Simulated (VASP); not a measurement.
# RuSe (Pm-3m) in VASP: further runs, part 2 of 2

VASP 6.6.1. Earlier steps stand in the parts before.

### Step 3. Relaxation of cell and atoms, AM05

Input file INCAR:

```
SYSTEM = RuSe
PREC = Accurate
ENCUT = 600
EDIFF = 1E-7
ISMEAR = -1
SIGMA = 0.05
LREAL = .FALSE.
LASPH = .TRUE.
NELM = 80
ALGO = Normal
ISIF = 3
LWAVE = .FALSE.
LCHARG = .FALSE.
GGA = AM
IBRION = 2
NSW = 40
EDIFFG = -0.01
```

Input file KPOINTS:

```
regular mesh
0
G
  8 8 8
  0 0 0
```

Input file POSCAR:

```
RuSe
1.0
    3.1876923100      0.0000000000      0.0000000000
    0.0000000000      3.1876923100      0.0000000000
    0.0000000000      0.0000000000      3.1876923100
Ru Se
1 1
Direct
    0.0000000000      0.0000000000      0.0000000000
    0.5000000000      0.5000000000      0.5000000000
```

Potentials or basis: VASP PAW PBE potentials, release 64 (Ru_pv, Se).

Run with:

```bash
$ cat potpaw_PBE.64/Ru_pv/POTCAR potpaw_PBE.64/Se/POTCAR > POTCAR
$ mpirun -np 1 vasp_std > vasp.out
```

OUTCAR:

```text
SYSTEM = RuSe
   PREC = Accurate
   ENCUT = 600
   EDIFF = 1E-7
   ISMEAR = -1
   LREAL = .FALSE.
   LASPH = .TRUE.
   NELM = 80
   ISIF = 3
   GGA = AM
   IBRION = 2
   NSW = 40
   EDIFFG = -0.01

 ion  position               nearest neighbor table
   1  0.000  0.000  0.000-   2 2.76   2 2.76   2 2.76   2 2.76   2 2.76   2 2.76   2 2.76   2 2.76

   2  0.500  0.500  0.500-   1 2.76   1 2.76   1 2.76   1 2.76   1 2.76   1 2.76   1 2.76   1 2.76

  LATTYP: Found a simple cubic cell.
 ALAT       =     3.1876923100

  Lattice vectors:

 A1 = (   3.1876923100,   0.0000000000,   0.0000000000)
 A2 = (   0.0000000000,   3.1876923100,   0.0000000000)
 A3 = (   0.0000000000,   0.0000000000,   3.1876923100)

Analysis of symmetry for initial positions (statically):
=====================================================================
 Subroutine PRICEL returns:
 Original cell was already a primitive cell.

 Routine SETGRP: Setting up the symmetry group for a
 simple cubic supercell.

 Subroutine GETGRP returns: Found 48 space group operations
 (whereof 48 operations were pure point group operations)
 out of a pool of 48 trial point group operations.

The static configuration has the point symmetry O_h .

Analysis of symmetry for dynamics (positions and initial velocities):
=====================================================================
 Subroutine PRICEL returns:
 Original cell was already a primitive cell.

 Routine SETGRP: Setting up the symmetry group for a
 simple cubic supercell.

 Subroutine GETGRP returns: Found 48 space group operations
 (whereof 48 operations were pure point group operations)
 out of a pool of 48 trial point group operations.

The dynamic configuration has the point symmetry O_h .

 Subroutine INISYM returns: Found 48 space group operations
 (whereof 48 operations are pure point group operations),
 and found     1 'primitive' translations

----------------------------------------------------------------------------------------

                                     Primitive cell

  volume of cell :      32.3914

  direct lattice vectors                    reciprocal lattice vectors
     3.187692310  0.000000000  0.000000000     0.313706563  0.000000000  0.000000000
     0.000000000  3.187692310  0.000000000     0.000000000  0.313706563  0.000000000
     0.000000000  0.000000000  3.187692310     0.000000000  0.000000000  0.313706563

  length of vectors
     3.187692310  3.187692310  3.187692310     0.313706563  0.313706563  0.313706563

  position of ions in fractional coordinates (direct lattice)
     0.000000000  0.000000000  0.000000000
     0.500000000  0.500000000  0.500000000

  ion indices of the primitive-cell ions
   primitive index   ion index
                 1           1
                 2           2

----------------------------------------------------------------------------------------

 KPOINTS: regular mesh

Automatic generation of k-mesh.
 Grid dimensions read from file:
 generate k-points for:    8    8    8

 Generating k-lattice:

  Cartesian coordinates                     Fractional coordinates (reciprocal lattice)
     0.039213320  0.000000000  0.000000000     0.125000000  0.000000000  0.000000000
     0.000000000  0.039213320  0.000000000     0.000000000  0.125000000  0.000000000
     0.000000000  0.000000000  0.039213320     0.000000000  0.000000000  0.125000000

  Length of vectors
     0.039213320  0.039213320  0.039213320

  Shift w.r.t. Gamma in fractional coordinates (k-lattice)
     0.000000000  0.000000000  0.000000000

 Subroutine IBZKPT returns following result:
 ===========================================

 Found     35 irreducible k-points:

 Following reciprocal coordinates:
            Coordinates               Weight
  0.000000  0.000000  0.000000      1.000000
  0.125000  0.000000  0.000000      6.000000
  0.250000  0.000000  0.000000      6.000000
  0.375000  0.000000  0.000000      6.000000
  0.500000  0.000000  0.000000      3.000000
  0.125000  0.125000  0.000000     12.000000
[... 16 lines left out ...]
  0.375000  0.375000  0.125000     24.000000
  0.500000  0.375000  0.125000     24.000000
 [... further k-points ...]
   k-points           NKPTS =     35   k-points in BZ     NKDIM =     35   number of bands    NBANDS=     14
   number of dos      NEDOS =    301   number of ions     NIONS =      2
   total plane-waves  NPLWV =  21952
   dimension x,y,z NGX =    28 NGY =   28 NGZ =   28
   dimension x,y,z NGXF=    56 NGYF=   56 NGZF=   56
   ions per type =               1   1
   NGX,Y,Z   is equivalent  to a cutoff of  14.60, 14.60, 14.60 a.u.
   NGXF,Y,Z  is equivalent  to a cutoff of  29.21, 29.21, 29.21 a.u.
 SYSTEM =  RuSe
   PREC   = accura    normal or accurate (medium, high low for compatibility)
   ISTART =      0    job   : 0-new  1-cont  2-samecut
   ICHARG =      2    charge: 1-file 2-atom 10-const
   ISPIN  =      1    spin polarized calculation?
   LNONCOLLINEAR =      F non collinear calculations
   LSORBIT =      F    spin-orbit coupling
   LASPH  =      T    aspherical Exc in radial PAW
   ENCUT  =  600.0 eV  44.10 Ry    6.64 a.u.   6.37  6.37  6.37*2*pi/ulx,y,z
   NELM   =     80;   NELMIN=  2; NELMDL= -5     # of ELM steps
   EDIFF  = 0.1E-06   stopping-criterion for ELM
   LREAL  =      F    real-space projection
   EDIFFG = -.1E-01   stopping-criterion for IOM
   NSW    =     40    number of steps for IOM
   IBRION =      2    ionic relax: 0-MD 1-quasi-New 2-CG
   NFREE  =      1    steps in history (QN), initial steepest desc. (CG)
   ISIF   =      3    stress and relaxation
   ISYM   =      2    0-nonsym 1-usesym 2-fastsym
   POTIM  = 0.5000    time-step for ionic-motion
   TEBEG  =    0.0;   TEEND  =   0.0 temperature during run
   PSTRESS=    0.0 pullay stress
   NELECT =      20.0000    total number of electrons
   NUPDOWN=      -1.0000    fix difference up-down
   EMIN   =  10.00;   EMAX   =-10.00  energy-range for DOS
   EFERMI =   0.00;   METHOD = LEGACY
   ISMEAR =    -1;   SIGMA  =   0.05  broadening in eV -4-tet -1-fermi 0-gaus
   EFERMI_NEDOS =   21; number of points for ismear=-14 and -15
   IALGO  =     38    algorithm
   IMIX   =      4    mixing-type and parameters
     AMIX     =   0.40;   BMIX     =  1.00
     AMIX_MAG =   1.60;   BMIX_MAG =  1.00
  volume/ion in A,a.u.               =      16.20       109.29
  Fermi-wavevector in a.u.,A,eV,Ry     =   1.394040  2.634353 26.440832  1.943346
  Thomas-Fermi vector in A             =   2.517627
   LORBIT       =      0    0 simple, 1 ext, 2 COOP (PROOUT), +10 PAW based schemes
   GGA     = AM    functional components
   LHFCALC =     F    Hartree Fock is set to
   AEXX    =    0.0000 exact exchange contribution
   IVDW    =     0    specifies the selected vdW correction
   LEPSILON=     F    determine dielectric tensor
   LRPA    =     F    only Hartree local field effects (RPA)
 conjugate gradient relaxation of ions
 non-spin polarized calculation
  energy-cutoff  :      600.00
  volume of cell :       32.39
 maximum number of plane-waves:      1108
 NGX is ok and might be reduce to    28
   NGX = 13   NGY = 13   NGZ = 13

--------------------------------------- Ionic step        1  -------------------------------------------

 number of electron      20.0000006 magnetization

 Free energy of the ion-electron system (eV)
  ---------------------------------------------------
  ext. energy  EPLUGINS =         0.00000000
  ---------------------------------------------------
  free energy    TOTEN  =       -12.90567208 eV

  energy without entropy =      -12.88609930  energy(sigma->0) =      -12.89588569

 E-fermi :   9.4214     XC(G=0): -12.4595

 val. band max:        9.4201907718   @ k =   0.1250   0.0000   0.0000
 cond. band min:       9.4331113185   @ k =   0.1250   0.1250   0.1250
 fundamental gap:      0.0129205467
 Fermi energy:         9.4213670488

 k-point     1 :       0.0000    0.0000    0.0000
  band No.  band energies     occupation
      1     -33.1035      2.00000
      2     -33.1035      2.00000
      3     -33.1035      2.00000
      4      -6.6194      2.00000
      5       5.7706      2.00000
      6       5.7706      2.00000
      7       7.8213      2.00000
      8       7.8213      2.00000
      9       7.8213      2.00000
     10       8.6028      2.00000
     11       8.6028      2.00000
     12       8.6028      2.00000
     13      11.8469      0.00000
     14      17.9925      0.00000
[... 604 lines left out ...]
  energy  without entropy=      -13.0703605372  energy(sigma->0) =      -13.07948111

--------------------------------------- Ionic step        7  -------------------------------------------

 number of electron      20.0000002 magnetization

 Free energy of the ion-electron system (eV)
  ---------------------------------------------------
  ext. energy  EPLUGINS =         0.00000000
  ---------------------------------------------------
  free energy    TOTEN  =       -13.08865870 eV

  energy without entropy =      -13.07043662  energy(sigma->0) =      -13.07954766

 E-fermi :  11.1000     XC(G=0): -13.0264

 val. band max:       11.0900544316   @ k =   0.1250   0.1250   0.1250
 cond. band min:      11.1184307557   @ k =   0.1250   0.1250   0.1250
 fundamental gap:      0.0283763241
 Fermi energy:        11.0999509067

 k-point     1 :       0.0000    0.0000    0.0000
  band No.  band energies     occupation
      1     -31.6389      2.00000
      2     -31.6389      2.00000
      3     -31.6389      2.00000
      4      -5.8868      2.00000
      5       6.7065      2.00000
      6       6.7065      2.00000
      7       9.3468      2.00000
      8       9.3468      2.00000
      9       9.3468      2.00000
     10      10.0774      2.00000
     11      10.0774      2.00000
     12      10.0774      2.00000
     13      14.4316      0.00000
     14      19.8848      0.00000
[... 420 lines left out ...]
  FREE ENERGIE OF THE ION-ELECTRON SYSTEM (eV)
  ---------------------------------------------------
  free  energy   TOTEN  =       -13.0886587008 eV

  energy  without entropy=      -13.0704366175  energy(sigma->0) =      -13.07954766

 reached required accuracy - stopping structural energy minimisation
```

Run time: 51 s. Hardware: 1 thread of Intel Xeon 6975P-C (Granite Rapids), shared host; peak memory 0.18 GiB.

What came out:

| Item | Value |
| --- | --- |
| Free energy | -13.0887 eV |
| Relaxed volume | 14.60 Å³/atom |
| Relaxed cell | a = 3.079 Å, b = 3.079 Å, c = 3.079 Å, α = 90.00°, β = 90.00°, γ = 90.00° |
| Space group after relaxing (to 0.05 Å) | Pm-3m (No. 221) |
| Energy gained by relaxing | 91.5 meV/atom |
| Ionic steps | 7 |
| Pressure after relaxing | 0.0 GPa |
| Band gap on the k mesh | none (metal or under the smearing width) |

Step by step:
```
step  energy change (eV)  largest force (eV/Å)  pressure (GPa)  volume (Å³)
   1              0.0000                0.0000          -16.49        32.39
   2              0.2897                0.0000           43.52        25.19
   3             -0.1826                0.0000           -0.91        29.32
   4             -0.1830                0.0000           -0.18        29.22
   5             -0.1830                0.0000            0.25        29.16
   6             -0.1829                0.0000           -0.35        29.24
   7             -0.1830                0.0000            0.00        29.19
```

Final structure:
```cif
data_structure
_symmetry_space_group_name_H-M 'P 1'
_symmetry_Int_Tables_number 1
_cell_length_a 3.0790
_cell_length_b 3.0790
_cell_length_c 3.0790
_cell_angle_alpha 90.000
_cell_angle_beta 90.000
_cell_angle_gamma 90.000
_cell_volume 29.19
loop_
_atom_site_label
_atom_site_type_symbol
_atom_site_fract_x
_atom_site_fract_y
_atom_site_fract_z
_atom_site_occupancy
Ru1 Ru 0.00000 0.00000 0.00000 1
Se1 Se 0.50000 0.50000 0.50000 1
```

Caveat: the PAW data sets were made with another functional, which shifts forces and pressure a little.

### Step 4. Relaxation of cell and atoms, PW91

INCAR: that of step 3 with these lines changed.

```diff
@@ -13,3 +13,3 @@
 LCHARG = .FALSE.
-GGA = AM
+GGA = 91
 IBRION = 2
```

KPOINTS is that of step 3.

POSCAR is that of step 3.

Run with:

```bash
$ cat potpaw_PBE.64/Ru_pv/POTCAR potpaw_PBE.64/Se/POTCAR > POTCAR
$ mpirun -np 1 vasp_std > vasp.out
```

Wall time 28 s (1 thread of Intel Xeon 6975P-C (Granite Rapids), shared host); peak memory 0.17 GiB.

It converged, with:

```
Free energy                            : -12.1746 eV
Relaxed volume                         : 15.42 Å³/atom
Relaxed cell                           : a = 3.136 Å, b = 3.136 Å, c = 3.136 Å, α = 90.00°, β = 90.00°, γ = 90.00°
Space group after relaxing (to 0.05 Å) : Pm-3m (No. 221)
Energy gained by relaxing              : 19.2 meV/atom
Ionic steps                            : 4
Pressure after relaxing                : 0.0 GPa
Band gap on the k mesh                 : none (metal or under the smearing width)
```

Step by step:
```csv
step,energy change (eV),largest force (eV/Å),pressure (GPa),volume (Å³)
1,0.0000,0.0000,-7.55,32.39
2,0.0341,0.0000,13.05,28.95
3,-0.0383,0.0000,-0.12,30.87
4,-0.0383,0.0000,0.05,30.84
```

Final structure:
```xyz
2
Lattice="3.1358 0.0000 0.0000 0.0000 3.1358 0.0000 0.0000 0.0000 3.1358" Properties=species:S:1:pos:R:3 pbc="T T T"
Ru    0.0000    0.0000    0.0000
Se    1.5679    1.5679    1.5679
```

Levels at points of the mesh, in eV from the Fermi level:
```tsv
k point	band 6	band 7	band 8	band 9	band 10	band 11	band 12	band 13	band 14
(0.00, 0.00, 0.00)	-3.93	-1.68	-1.68	-1.68	-0.91	-0.91	-0.91	2.94	8.79
(0.50, 0.00, 0.00)	-3.91	-3.91	-3.27	-0.72	0.19	3.06	3.06	5.78	6.05
(0.50, 0.50, 0.00)	-6.19	-3.61	-2.01	-2.01	-0.86	0.03	0.22	3.30	10.62
(0.50, 0.50, 0.50)	-7.34	-7.34	0.29	0.29	2.60	2.60	2.60	2.82	2.82
```

Caveat: the PAW data sets were made with another functional, which shifts forces and pressure a little.

### Step 5. Relaxation of cell and atoms, optB88-vdW

INCAR: that of step 4 with these lines changed.

```diff
@@ -13,3 +13,7 @@
 LCHARG = .FALSE.
-GGA = 91
+GGA = BO
+LUSE_VDW = .TRUE.
+AGGAC = 0.0
+PARAM1 = 0.1833333333
+PARAM2 = 0.22
 IBRION = 2
```

KPOINTS is that of step 4.

POSCAR is that of step 4.

Run with:

```bash
$ cat potpaw_PBE.64/Ru_pv/POTCAR potpaw_PBE.64/Se/POTCAR > POTCAR
$ mpirun -np 1 vasp_std > vasp.out
```

Run time: 69 s. Hardware: 1 thread of Intel Xeon 6975P-C (Granite Rapids), shared host; peak memory 0.34 GiB.

It converged, with:

```
Free energy                            : -7.2464 eV
Relaxed volume                         : 15.56 Å³/atom
Relaxed cell                           : a = 3.145 Å, b = 3.145 Å, c = 3.145 Å, α = 90.00°, β = 90.00°, γ = 90.00°
Space group after relaxing (to 0.05 Å) : Pm-3m (No. 221)
Energy gained by relaxing              : 13.1 meV/atom
Ionic steps                            : 3
Pressure after relaxing                : -0.1 GPa
Band gap on the k mesh                 : none (metal or under the smearing width)
```

The path:
| step | energy change (eV) | largest force (eV/Å) | pressure (GPa) | volume (Å³) |
| --- | --- | --- | --- | --- |
| 1 | 0.0000 | 0.0000 | -6.25 | 32.39 |
| 2 | 0.0214 | 0.0000 | 10.16 | 29.52 |
| 3 | -0.0262 | 0.0000 | -0.08 | 31.12 |

Final structure:
```yaml
crystal:
  lattice:
    - [3.14531, 0.00000, 0.00000]
    - [0.00000, 3.14531, 0.00000]
    - [0.00000, 0.00000, 3.14531]
  atoms:
    - { symbol: Ru, position: [0.00000, 0.00000, 0.00000] }
    - { symbol: Se, position: [0.50000, 0.50000, 0.50000] }
```

Levels at points of the mesh, in eV from the Fermi level:
| k point | band 6 | band 7 | band 8 | band 9 | band 10 | band 11 | band 12 | band 13 | band 14 |
| --- | --- | --- | --- | --- | --- | --- | --- | --- | --- |
| (0.00, 0.00, 0.00) | -3.81 | -1.66 | -1.66 | -1.66 | -0.89 | -0.89 | -0.89 | 2.81 | 8.94 |
| (0.50, 0.00, 0.00) | -3.84 | -3.84 | -3.19 | -0.70 | 0.18 | 2.98 | 2.98 | 5.82 | 6.30 |
| (0.50, 0.50, 0.00) | -6.05 | -3.51 | -1.95 | -1.95 | -0.86 | -0.01 | 0.22 | 3.28 | 10.66 |
| (0.50, 0.50, 0.50) | -7.19 | -7.19 | 0.29 | 0.29 | 2.75 | 2.75 | 2.78 | 2.78 | 2.78 |

Caveat: the PAW data sets were made with another functional, which shifts forces and pressure a little.

### Step 6. Relaxation of cell and atoms, vdW-DF-cx

INCAR: that of step 5 with these lines changed.

```diff
@@ -13,7 +13,5 @@
 LCHARG = .FALSE.
-GGA = BO
+GGA = CX
 LUSE_VDW = .TRUE.
 AGGAC = 0.0
-PARAM1 = 0.1833333333
-PARAM2 = 0.22
 IBRION = 2
```

KPOINTS is that of step 5.

POSCAR is that of step 5.

Potentials or basis: VASP PAW PBE potentials, release 64 (Ru_pv, Se).

Run with:

```bash
$ cat potpaw_PBE.64/Ru_pv/POTCAR potpaw_PBE.64/Se/POTCAR > POTCAR
$ mpirun -np 1 vasp_std > vasp.out
```

Wall time 89 s (1 thread of Intel Xeon 6975P-C (Granite Rapids), shared host); peak memory 0.34 GiB.

It converged, with:

```yaml
Free_energy: -8.1660 eV
Relaxed_volume: 14.93 Å³/atom
Relaxed_cell: a = 3.102 Å, b = 3.102 Å, c = 3.102 Å, α = 90.00°, β = 90.00°, γ = 90.00°
Space_group_after_relaxing_to_0.05_Å: Pm-3m (No. 221)
Energy_gained_by_relaxing: 56.8 meV/atom
Ionic_steps: 4
Pressure_after_relaxing: -0.1 GPa
Band_gap_on_the_k_mesh: none (metal or under the smearing width)
```

Step by step:
| step | energy change (eV) | largest force (eV/Å) | pressure (GPa) | volume (Å³) |
| --- | --- | --- | --- | --- |
| 1 | 0.0000 | 0.0000 | -13.11 | 32.39 |
| 2 | 0.1627 | 0.0000 | 30.34 | 26.57 |
| 3 | -0.1134 | 0.0000 | -0.49 | 29.91 |
| 4 | -0.1135 | 0.0000 | -0.09 | 29.85 |

Final structure:
```
Ru Se
1.0
     3.10206    0.00000    0.00000
     0.00000    3.10206    0.00000
     0.00000    0.00000    3.10206
Ru Se
1 1
Cartesian
  0.0000 0.0000 0.0000
  1.5510 1.5510 1.5510
```

Levels at points of the mesh, in eV from the Fermi level:
```
           k point  band 7  band 8  band 9  band 10  band 11  band 12  band 13  band 14
(0.00, 0.00, 0.00)   -1.72   -1.72   -1.72    -0.98    -0.98    -0.98     3.14     8.86
(0.50, 0.00, 0.00)   -4.08   -3.49   -0.77     0.19     3.24     3.24     5.90     5.92
(0.50, 0.50, 0.00)   -3.85   -2.14   -2.14    -0.84     0.06     0.22     3.34    10.90
(0.50, 0.50, 0.50)   -7.65    0.30    0.30     2.50     2.50     2.50     2.98     2.98
```

Caveat: the PAW data sets were made with another functional, which shifts forces and pressure a little.

### Step 7. The runs side by side

| level | gap on the mesh (eV) | pressure (GPa) | relaxed volume (Å³/atom) |
| --- | --- | --- | --- |
| BLYP | none | 0.0 | 16.50 |
| AM05 | none | 0.0 | 14.60 |
| PW91 | none | 0.0 | 15.42 |
| optB88-vdW | none | -0.1 | 15.56 |
| vdW-DF-cx | none | -0.1 | 14.93 |

Alike in all rows: task relaxation of cell and atoms; potentials or basis VASP PAW PBE potentials, release 64 (Ru_pv, Se); no spin polarisation; cell relaxed; k mesh 8 × 8 × 8; cutoff (eV) 600; smearing fermi-dirac 0.05 eV.

Caveats: the PAW data sets were made with another functional, which shifts forces and pressure a little.

Absolute energies hang on the potentials; compare differences alone.
